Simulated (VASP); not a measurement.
Computed with PBEsol GGA, VASP's PBE PAW potentials (set 64) (plane waves; VASP).

VASP input:

**INCAR**
```
# general
SYSTEM  = Ho
PREC    = Accurate
ENCUT   = 400   # plane-wave cut-off (eV)
LREAL   = .False.
LASPH   = .True.

# electronic loop
EDIFF   = 1E-6
NELM    = 100
ALGO    = Normal   # blocked Davidson
LMAXMIX = 6   # l cut-off of mixed one-centre charges

# smearing
ISMEAR  = 1
SIGMA   = 0.1   # width (eV)

# functional
GGA     = PS

# ions
IBRION  = 2   # conjugate gradients
NSW     = 60   # most ionic steps
ISIF    = 3   # ions, shape and volume
EDIFFG  = -0.01   # ionic stop

# output
LWAVE   = .False.
LCHARG  = .False.
```

File POSCAR:
```
Ho
1
    3.2690570000     0.0000000000     0.0000000000
    0.0000000000     3.2690570000     0.0000000000
    0.0000000000     0.0000000000     3.2690570000
Ho
1
Direct
  0.0000000000   0.0000000000   0.0000000000
```

KPOINTS:
```
Automatic mesh
0
Gamma
10 10 10
0 0 0
```

POTCAR, in this order: Ho_3 (PBE.64 set). Program: vasp_std.

Output

File OSZICAR:
```
       N       E                     dE             d eps       ncg     rms          rms(c)
DAV:   1     0.326397340971E+01    0.32640E+01   -0.40921E+03  1128   0.769E+02
DAV:   2    -0.393148432040E+01   -0.71955E+01   -0.68477E+01  1328   0.871E+01
DAV:   3    -0.409938269452E+01   -0.16790E+00   -0.16122E+00  1136   0.107E+01
DAV:   4    -0.410520972988E+01   -0.58270E-02   -0.55950E-02  1528   0.232E+00
DAV:   5    -0.410522054817E+01   -0.10818E-04   -0.10818E-04  1152   0.811E-02    0.128E+01
DAV:   6    -0.409922820705E+01    0.59923E-02   -0.19647E-02  1416   0.168E+00    0.745E+00
DAV:   7    -0.410221002719E+01   -0.29818E-02   -0.24942E-02  1480   0.197E+00    0.289E-01
DAV:   8    -0.410205184493E+01    0.15818E-03   -0.88853E-04  1440   0.269E-01    0.158E-01
DAV:   9    -0.410204297872E+01    0.88662E-05   -0.86381E-05  1464   0.999E-02    0.818E-03
DAV:  10    -0.410204156326E+01    0.14155E-05   -0.36200E-06  1416   0.237E-02    0.735E-03
DAV:  11    -0.410204157992E+01   -0.16660E-07   -0.10044E-07   776   0.311E-03
   1 F= -.41020416E+01 E0= -.41024718E+01  d E =-.410204E+01
       N       E                     dE             d eps       ncg     rms          rms(c)
DAV:   1    -0.446121140341E+01   -0.35917E+00   -0.64515E+00  1352   0.261E+01    0.295E+00
DAV:   2    -0.421362391752E+01    0.24759E+00   -0.27716E-01  1360   0.659E+00    0.135E+00
DAV:   3    -0.413518171920E+01    0.78442E-01   -0.22762E-01  1376   0.606E+00    0.508E-01
DAV:   4    -0.413467164696E+01    0.51007E-03   -0.17617E-03  1288   0.548E-01    0.271E-01
DAV:   5    -0.413467929352E+01   -0.76466E-05   -0.80138E-04  1240   0.329E-01    0.309E-02
DAV:   6    -0.413467031187E+01    0.89816E-05   -0.17367E-05  1432   0.427E-02    0.241E-03
DAV:   7    -0.413467026612E+01    0.45746E-07   -0.32594E-07   688   0.427E-03
   2 F= -.41346703E+01 E0= -.41351332E+01  d E =-.326287E-01
       N       E                     dE             d eps       ncg     rms          rms(c)
DAV:   1    -0.413669756055E+01   -0.20272E-02   -0.36416E-02  1344   0.186E+00    0.225E-01
DAV:   2    -0.413528749944E+01    0.14101E-02   -0.16209E-03  1392   0.510E-01    0.102E-01
DAV:   3    -0.413485405845E+01    0.43344E-03   -0.12994E-03  1384   0.459E-01    0.321E-02
DAV:   4    -0.413485225477E+01    0.18037E-05   -0.21285E-05  1184   0.475E-02    0.703E-03
DAV:   5    -0.413485234131E+01   -0.86549E-07   -0.14460E-06  1064   0.188E-02
   3 F= -.41348523E+01 E0= -.41353352E+01  d E =-.328108E-01
```

### OUTCAR
```
------------------------ aborting loop because EDIFF is reached ----------------------------------------
  FORCE on cell =-STRESS in cart. coord.  units (eV):
  Direction    XX          YY          ZZ          XY          YZ          ZX
  --------------------------------------------------------------------------------------
  Total       -0.0024127     -0.0024127     -0.0024127     -0.0000000      0.0000000     -0.0000000
  in kB       -0.1223308     -0.1223308     -0.1223308     -0.0000000      0.0000000     -0.0000000
  external PRESSURE =      -0.1223308 kB  Pullay stress =       0.0000000 kB
  volume of cell :       31.60
      direct lattice vectors                 reciprocal lattice vectors
     3.161483100 -0.000000000  0.000000000     0.316307242  0.000000000  0.000000000
    -0.000000000  3.161483100  0.000000000     0.000000000  0.316307242  0.000000000
    -0.000000000 -0.000000000  3.161483100     0.000000000  0.000000000  0.316307242
 POSITION                                       TOTAL-FORCE (eV/Angst)
 -----------------------------------------------------------------------------------
      0.00000      0.00000      0.00000        -0.000000     -0.000000      0.000000
 -----------------------------------------------------------------------------------
    total drift:                                0.000000     -0.000000     -0.000000
  FREE ENERGIE OF THE ION-ELECTRON SYSTEM (eV)
  ---------------------------------------------------
  free  energy   TOTEN  =        -4.1348523413 eV

  energy  without entropy=       -4.1363009074  energy(sigma->0) =       -4.13533520

 reached required accuracy - stopping structural energy minimisation
```
(Selected blocks of OUTCAR.)

CONTCAR:
```
Ho
   1.00000000000000
     3.1614831003776684   -0.0000000000000000    0.0000000000000000
    -0.0000000000000000    3.1614831003776684    0.0000000000000000
    -0.0000000000000000   -0.0000000000000000    3.1614831003776684
  Ho
     1
Direct
     0.0000000000000000    0.0000000000000000    0.0000000000000000
```

The 4f electrons are frozen in the core of the lanthanide potential, so 4f levels, which can set the real gap, and their magnetism are missing. Energy and stress use the plane-wave basis of the starting cell.

The structure was generated: Ho was put into the simple-cubic type (Pm-3m), which need not be its known phase. This run relaxes it. Symmetry was kept, so distortions that lower it aren't found.
